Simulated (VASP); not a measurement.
Data:

```yaml
crystal:
  lattice:
    - [3.61361, 0.00000, 0.00000]
    - [-1.80681, 3.12948, 0.00000]
    - [0.00000, 0.00000, 17.77740]
  atoms:
    - { symbol: Co, position: [0.00000, 0.00000, 0.60624], spin: 3.0 }
    - { symbol: Co, position: [0.00000, 0.00000, 0.46458], spin: 3.0 }
    - { symbol: Ge, position: [0.33333, 0.66667, 0.39376] }
    - { symbol: Ge, position: [0.66667, 0.33333, 0.53541] }
```

Method: PBE GGA, VASP's PBE PAW potentials (set 64) (plane waves; VASP 6.6.1). Numerical set-up: 300 eV cut-off, 4×4×1 Γ-centred mesh, Gaussian smearing of 0.14 eV, potentials Co Ge_d.

At this cut-off the stress carries a Pulay error, which pulls relaxed volumes low. The cell holds a wide vacuum, so values per volume refer to the whole cell.

### Question
Which forces act on the atoms, in eV/Å?

### Answer

```
atom     Fx     Fy      Fz
----  -----  -----  ------
Co1   0.000  0.000  -0.717
Co2   0.000  0.000  -1.120
Ge3   0.000  0.000   1.142
Ge4   0.000  0.000   0.695
```

### Question
Give the stress tensor in GPa (positive for a compressed cell).

### Answer

```
-3.59   0.00   0.00
 0.00  -3.59   0.00
 0.00   0.00  -2.24
```
The pressure is its mean diagonal, -3.14 GPa.

The cell is a sheet with vacuum, built from a generated structure.
